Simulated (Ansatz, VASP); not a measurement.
# Cs2CoAgF6: VASP beside Ansatz

One calculation is typed for both programs; each brings its own data sets. How far apart do they land? The cell is taken from a series of runs on this material, whose earlier steps may have relaxed, scaled, displaced or heated it; both programs get it as it stands.

Program: Ansatz 0.2.0. Level of theory: plane waves, with VASP 6.6.1 beside it; PBE0 form with 10 % exact exchange with an exact-exchange share of 0.1. Results are calculated unless marked as measured.

In doubt: one-shot GW on d or f shells is unsure, so the values of those runs are not to be relied on.

## 1. The structure

It takes space group Fm-3m (No. 225, cubic). Conventional cell: a = 8.946 Å, b = 8.946 Å, c = 8.946 Å, α = 90.00°, β = 90.00°, γ = 90.00°. Cs has 12 F at 3.18 Å nearest. Co has 6 F at 1.90 Å nearest. Nearest to Ag lie 6 F at 2.57 Å. Nearest to F lie 1 Co at 1.90 Å and 1 Ag at 2.57 Å and 4 Cs at 3.18 Å. Farther neighbours and most contacts between anions are not listed.

## 2. Ansatz: G0W0 gap, PBE0 form with 10 % exact exchange with an exact-exchange share of 0.1

Ansatz runs on its PAW soft_1 files.

Quasiparticle shifts depend on high empty states and on the cores, so they are the hardest test of two PAW sets.

input.yaml reads:

```yaml
crystal:
  lattice:
    - [0.0, 4.4729692616, 4.4729692616]
    - [4.4729692616, 0.0, 4.4729692616]
    - [4.4729692616, 4.4729692616, 0.0]
  atoms:
    - { symbol: Cs, position: [0.25, 0.25, 0.25] }
    - { symbol: Cs, position: [0.75, 0.75, 0.75] }
    - { symbol: Co, position: [0.0, 0.0, 0.0] }
    - { symbol: Ag, position: [0.5, 0.5, 0.5] }
    - { symbol: F, position: [0.212751416, 0.212751416, 0.787248584] }
    - { symbol: F, position: [0.212751416, 0.787248584, 0.787248584] }
    - { symbol: F, position: [0.787248584, 0.787248584, 0.212751416] }
    - { symbol: F, position: [0.212751416, 0.787248584, 0.212751416] }
    - { symbol: F, position: [0.787248584, 0.212751416, 0.787248584] }
    - { symbol: F, position: [0.787248584, 0.212751416, 0.212751416] }
kpoints:
  mp_grid: { grid: [2, 2, 2] }
hamiltonian:
  xc: { exchange: pbe, correlation: pbe, exx: { coeff: 0.1 } }
  pseudopotentials: { kind: paw, azcp: { folder: soft_1 } }
scf:
  occupations: { method: fixed }
gw:
  n_empty_bands: 746
  ecut_chi: 150.0
  qp_bands: [v3, c3]
  qp_kpoints: band_edges
  screening: { model: contour_deformation }
```

On the command line:

```sh
ansatz run input.yaml --threads 2 --pin off --max-ram 92160MiB --backend cuda --events-out ev --progress --plain --runs-dir out --devices 1 --max-vram 13GiB
```

Numbers of over 12 decimals in the logs are rounded to 6 here.

The program printed:

```text
GPUs: using 1 of 1 available (devices: 1).
Engine: ansatz 0.2.0, x86_64-unknown-linux-gnu
Pseudopotentials: kind: paw
Pseudopotential: Cs, paw, valence charge 9, recommended cutoff 420 eV (normal), soft_1/Cs.paw.azcp
Pseudopotential: Co, paw, valence charge 17, recommended cutoff 420 eV (normal), soft_1/Co.paw.azcp
Pseudopotential: Ag, paw, valence charge 19, recommended cutoff 420 eV (normal), soft_1/Ag.paw.azcp
Pseudopotential: F, paw, valence charge 7, recommended cutoff 420 eV (normal), soft_1/F.paw.azcp
Functional definition: unnamed
  parameter a_1 = 0.1
  exchange = (1 - a_1)*pbe_x + a_1*exact_x
  correlation = pbe_c
davidson cushion auto → on  (no smearing: the cushion is to keep the highest requested band from converging to the state above it; pin scf.eigensolver.cushion to override)
device memory: the entry about to start is reckoned to put 2.7 GiB on a device that reports 43.4 GiB free (of which the cap on the GPU budget leaves the run 13.0 GiB)
GPU FFT provider: cuFFT
GPU libraries: cuBLAS 13.8.2, cuFFT 12.4.0, cuSOLVER 12.3.4
Crystal: 10 atoms, lattice volume = 178.985 Å³
Basis set: ecut = 420 eV, 3479 PW (Γ)
Bands: 58, of which v1, the nominal top of the filled ones, is band 48 counted from 1 (47 counted from 0)
Symmetry: 48 space group operations
Space group: Fm-3m (ITA 225), of the structure as read, at distance tolerance 5.6e-5 Å
k-points: 3 of 8
Non-local potential: Cs, projectors of the file, l = 0: 3, l = 1: 2, l = 2: 2, l = 3: 2
Non-local potential: Co, projectors of the file, l = 0: 3, l = 1: 2, l = 2: 3, l = 3: 1
Non-local potential: Ag, projectors of the file, l = 0: 3, l = 1: 2, l = 2: 2, l = 3: 1
Non-local potential: F, projectors of the file, l = 0: 2, l = 1: 2, l = 2: 1
PAW form: soft (Blöchl's): semilocal exchange-correlation on the pseudo side does not see the compensation charge
PAW frozen core: Cs, regenerated for the run's functional, and the local potential with it (the file was generated under x = pbe(κ = 0.804, μ = 0.219515), c = pbe(β = 0.066725))
PAW frozen core: Co, regenerated for the run's functional, and the local potential with it (the file was generated under x = pbe(κ = 0.804, μ = 0.219515), c = pbe(β = 0.066725))
PAW frozen core: Ag, regenerated for the run's functional, and the local potential with it (the file was generated under x = pbe(κ = 0.804, μ = 0.219515), c = pbe(β = 0.066725))
PAW frozen core: F, regenerated for the run's functional, and the local potential with it (the file was generated under x = pbe(κ = 0.804, μ = 0.219515), c = pbe(β = 0.066725))
PAW one-centre angular grid: Cs, 194 points (default); XC on 64 Gauss nodes
PAW one-centre angular grid: Co, 590 points (default); XC on 64 Gauss nodes
PAW one-centre angular grid: Ag, 590 points (default); XC on 64 Gauss nodes
PAW one-centre angular grid: F, 110 points (default); XC on 64 Gauss nodes
Initial density: superposition of atomic densities (chi_scale 0.1, normalization cell, long waves kept (reshape's long-wave potential 0.01 eV rms))
Initial wavefunctions: pseudopotential atomic-orbital guess
GPU buffer pool allocated for 91125 grid points (all kernels)
GPU transforms: local potential and band sums: pruned to the plane-wave sphere, on 45×45×45
Functional: x = pbe(κ = 0.804, μ = 0.219515), c = pbe(β = 0.066725), warm-up for x = 0.9 pbe(κ = 0.804, μ = 0.219515) + 0.1 exact, c = pbe(β = 0.066725)
SCF iter   1: F=—  HF=-28937.093538 eV  |F-HF|=—  |Δ(HF+E_count)|=         —  Δρ=3.34e-1  dr2=1.62e2  ethr=1.00e-1  ⟨swp⟩=7.7  Hψ=601  notcnv=0
preconditioner: auto → none  [insulator: Δε(μ)=0.230 eV  Ē_g=12.377 eV  n_scr=58 (ndim 8)  ℏωp=24.8 eV  f_vac=0.014]
SCF iter   2: F=—  HF=-29052.417495 eV  |F-HF|=—  |Δ(HF+E_count)|=    1.15e2  Δρ=6.57e-1  dr2=7.46e2  ethr=1.00e-1  ⟨swp⟩=5.0  Hψ=550  notcnv=0  recentre
iter 3 solved again at ethr=8.57e-3 eV; its pass at ethr=1.00e-1 eV (dr2=8.23e0 eV) is discarded
SCF iter   3: F=—  HF=-28913.994019 eV  |F-HF|=—  |Δ(HF+E_count)|=    1.38e2  Δρ=7.00e-2  dr2=8.40e0  ethr=8.57e-3  ⟨swp⟩=2.7  Hψ=927  notcnv=0
SCF iter   4: F=—  HF=-28913.168446 eV  |F-HF|=—  |Δ(HF+E_count)|=   8.26e-1  Δρ=4.38e-2  dr2=1.50e0  ethr=8.57e-3  ⟨swp⟩=3.0  Hψ=395  notcnv=0
SCF iter   5: F=—  HF=-28913.386285 eV  |F-HF|=—  |Δ(HF+E_count)|=   2.18e-1  Δρ=3.96e-2  dr2=2.08e0  ethr=1.56e-3  ⟨swp⟩=4.0  Hψ=520  notcnv=0
SCF iter   6: F=—  HF=-28913.007780 eV  |F-HF|=—  |Δ(HF+E_count)|=   3.79e-1  Δρ=9.17e-3  dr2=1.11e-1  ethr=1.56e-3  ⟨swp⟩=3.0  Hψ=433  notcnv=0
SCF iter   7: F=—  HF=-28912.991834 eV  |F-HF|=—  |Δ(HF+E_count)|=   1.59e-2  Δρ=7.89e-3  dr2=7.85e-2  ethr=1.15e-4  ⟨swp⟩=3.3  Hψ=418  notcnv=0
SCF iter   8: F=—  HF=-28912.971585 eV  |F-HF|=—  |Δ(HF+E_count)|=   2.02e-2  Δρ=3.84e-3  dr2=1.84e-2  ethr=8.18e-5  ⟨swp⟩=3.0  Hψ=393  notcnv=0
[...]
Frozen-core exchange: fock
SCF iter   1: F=—  HF=-28916.661273 eV  |F-HF|=—  |Δ(HF+E_count)|=         —  Δρ=1.21e-2  dr2=2.73e-1  ethr=8.25e-8  ⟨swp⟩=7.3  Hψ=1045  notcnv=0
preconditioner: auto → none  [insulator: Δε(μ)=2.516 eV  Ē_g=14.267 eV  n_scr=58 (ndim 8)  ℏωp=24.8 eV  f_vac=0.065]
SCF iter   2: F=—  HF=-28916.620588 eV  |F-HF|=—  |Δ(HF+E_count)|=   4.07e-2  Δρ=3.43e-3  dr2=2.14e-2  ethr=8.25e-8  ⟨swp⟩=6.3  Hψ=848  notcnv=0
[...]
Exchange kernel: α = 0.1000, full range, Wigner–Seitz truncation, v(0) = 4404.0335 eV·Å³, q-mesh 2×2×2, nearest image of the exchange supercell L = 12.65 Å, pair-density grid 24×24×24, without the augmentation charges, whose exchange is taken in its separable form by FFT convolution over the k-point mesh (sized by the pseudopotential files, 36×36×36 at the most), smooth part of the exact exchange by density-matrix convolution in up to 1.34 GiB of GPU memory as planned if the GPU has room (build and FFT work areas not counted)
Frozen-core exchange: fock
SCF iter   1: F=—  HF=-28916.623783 eV  |F-HF|=—  |Δ(HF+E_count)|=         —  Δρ=6.57e-5  dr2=6.68e-6  ethr=6.40e-8  ⟨swp⟩=3.0  Hψ=417  notcnv=0
preconditioner: auto → none  [insulator: Δε(μ)=2.602 eV  Ē_g=14.199 eV  n_scr=58 (ndim 8)  ℏωp=24.8 eV  f_vac=0.070]
iter 2 solved again at ethr=2.13e-10 eV; its pass at ethr=6.67e-9 eV (dr2=2.05e-7 eV) is discarded
SCF iter   2: F=—  HF=-28916.623783 eV  |F-HF|=—  |Δ(HF+E_count)|=   8.24e-7  Δρ=1.48e-5  dr2=2.52e-7  ethr=2.13e-10  ⟨swp⟩=4.7  Hψ=899  notcnv=0
SCF iter   3: F=-28916.623782 eV  HF=-28916.623783 eV  |F-HF|=2.91e-8  |Δ(HF+E_count)|=   2.77e-8  Δρ=5.07e-6  dr2=5.10e-8  ethr=2.13e-10  ⟨swp⟩=3.3  Hψ=449  notcnv=0
SCF 3 converged in 3 iterations: F = -28916.623782 eV  dr2 = 5.10e-8
hybrid outer 2: dexx = +9.892e-8 eV, tail = 1.17e-7 eV, Δε = 2.50e-3 eV (about 2.97e-4 eV left of the loop's levels)
device memory: the entry about to start is reckoned to put 4.4 GiB on a device that reports 48.5 GiB free (of which the cap on the GPU budget leaves the run 13.0 GiB)
NSCF: frozen V_eff on 3 k-points
Exchange-term sweep: 0 of 3 (spin, k) points
Exchange-term sweep: 1 of 3 (spin, k) points
Exchange-term sweep: 2 of 3 (spin, k) points
Exchange-term sweep: 3 of 3 (spin, k) points
G₀W₀ screening: q 1/3
[... further progress lines ...]
device memory: the entry about to start is reckoned to put 1.3 GiB on a device that reports 39.4 GiB free (of which the cap on the GPU budget leaves the run 13.0 GiB)
NSCF: frozen V_eff on 1 k-points
device memory: the entry about to start is reckoned to put 1.3 GiB on a device that reports 39.4 GiB free (of which the cap on the GPU budget leaves the run 13.0 GiB)
NSCF: frozen V_eff on 1 k-points
hybrid SCF converged: 2 outer / 10 inner (+11 warm-up), last move |dexx| = 9.89e-8 eV, tail = 1.17e-7 eV
Stability not checked: this state was not tested for a lower state beside it, because the functional holds exact exchange (a hybrid, or Hartree-Fock), whose exchange loop this test does not read (fock_operator; see scf.lower_state_search)
Free energy (F): -28916.623783 eV
Frozen-core exchange: fock
Harris-Foulkes:  -28916.623783 eV  (|F-HF|=2.91e-8)
Internal energy: -28916.623783 eV  (E = F + TS)
E sigma→0 (E₀):  -28916.623783 eV
Fermi energy:    4.161041 eV
--- Per-component energies (eV) ---
  E_band       = -1187.694998
  E_kinetic    = 2231.499450
  E_local      = -12634.575126  (includes V_loc(G=0)·N_el)
  E_nonlocal   = 1031.886262
  E_hartree    = 5489.883721
  E_xc         = -971.923587
  E_vxc        = -1075.801846  (∫ρ·V_xc dr)
  E_exx        = -158.416504  (= α·E_x^exact, valence–valence)
  E_paw        = -16819.177131  (= ΣΔE_a)
  E_vpaw       = -1403.637861  (= ΣTr[D̂ρ^β])
  E_aug_tail   = 0.004474  (compensation charges beyond the density's cutoff)
  E_ewald      = -7085.283487
  E_core_change = -0.521854  (= ΣΔE_core)
  E_smearing   = -0.000000  (= −TS)
  E_closure    = 0.000000  (closes the sum)
  Σ components = -28916.623783   (vs F -28916.623783, Δ=0.00e0)
--- Band table (eV) ---
  k-point 0: bands = [... 44 lower, 2.9580, 4.1610, 4.1610, 4.1610, 7.6244, 7.6244, 8.3076, 11.9110]
  k-point 1: bands = [... 44 lower, 3.3753, 4.0342, 4.0945, 4.0945, 7.3492, 7.3492, 9.1532, 12.1881]
  k-point 2: bands = [... 44 lower, 3.0113, 4.0572, 4.0995, 4.0995, 6.7633, 7.6298, 9.8730, 11.9041]
  guard bands above this table: 6 of the run's 58 bands. The solve was not asked for them (output.publish_guard_bands: true or output.eigenvalues: true publishes all)
--- G₀W₀: contour deformation, 7 samples at zero and on the imaginary axis and 1 off it, 8 q-points, 746 empty bands' worth ---
  eigenvalues of the whole cell's RPA ε∞ on this k-mesh (on a slab, of 1 + 4πα/V) = 2.6830, 2.6830, 2.6830; static W/v taken at q = 0 is 0.372714
  bands read: the sum over 794 bands ends inside a degenerate multiplet in 1 slot, whose members it reads at an even weight; the widest, k=0: bands 794 to 795 (counted from 1) at 1/2 each
  gw.qp_kpoints: band_edges: 3 of 3 stored k-points solved, in 1 pass; an edge of the gap read off the rows below is read off those points alone
    ik  band        ε_KS         Σx   Σc(E_QP)       V_xc       Z   E_QP_lin       E_QP  E_QP is
     0    46      4.1610   -41.3552     7.6945   -33.3493  0.7025     3.8472     3.8497  root
     0    47      4.1610   -41.3552     7.6945   -33.3493  0.7025     3.8472     3.8497  root
     0    48      4.1610   -41.3552     7.6945   -33.3493  0.7025     3.8472     3.8497  root
     0    49      7.6244   -24.2102    -6.2765   -32.0376  0.7049     9.2485     9.1753  root
     0    50      7.6244   -24.2102    -6.2765   -32.0376  0.7049     9.2485     9.1753  root
     0    51      8.3076    -7.3508    -3.9920   -12.0148  0.8335     8.9857     8.9796  root
     1    46      4.0342   -41.8233     7.9560   -33.6271  0.6934     3.7925     3.7940  root
     1    47      4.0945   -41.6313     7.8675   -33.4969  0.6970     3.8256     3.8275  root
     1    48      4.0945   -41.6313     7.8675   -33.4969  0.6970     3.8256     3.8275  root
     1    49      7.3492   -23.0777    -6.5355   -31.1921  0.7104     8.9972     8.9281  root
     1    50      7.3492   -23.0777    -6.5355   -31.1921  0.7104     8.9972     8.9281  root
     1    51      9.1532    -8.7406    -4.0222   -13.5204  0.8128     9.9205     9.9107  root
     2    46      4.0572   -41.6509     7.8233   -33.5483  0.6971     3.7758     3.7779  root
     2    47      4.0995   -41.8620     7.9299   -33.6758  0.6958     3.8414     3.8431  root
     2    48      4.0995   -41.8620     7.9299   -33.6758  0.6958     3.8414     3.8431  root
     2    49      6.7633   -19.2437    -6.1098   -26.7844  0.7425     8.2369     8.1941  root
     2    50      7.6298   -24.2457    -6.2881   -32.0873  0.7044     9.2569     9.1832  root
     2    51      9.8730   -12.7556    -4.8483   -18.5636  0.7470    10.8778    10.8327  root
```

In the SCF lines HF is the Harris–Foulkes energy and dr2 the Hartree energy of the density residual, in eV; the loop may stop once dr2 is under the threshold and the program's other checks hold. Hψ counts applications of the Hamiltonian.

(Continued in part 2 of 2.)

[Lines on the potential files, build, host, timing and source positions are cut from VASP's logs without a mark.]

[Logs are printed without paths, hosts, clocks, repeated set-up lines and the standing remarks that a program may print on its own settings, such as how far it seeks lower states.]

[Hosts, paths, dates, database ids (printed as entryN), source tags and the programs' standing remarks are cut or masked in the printed files.]
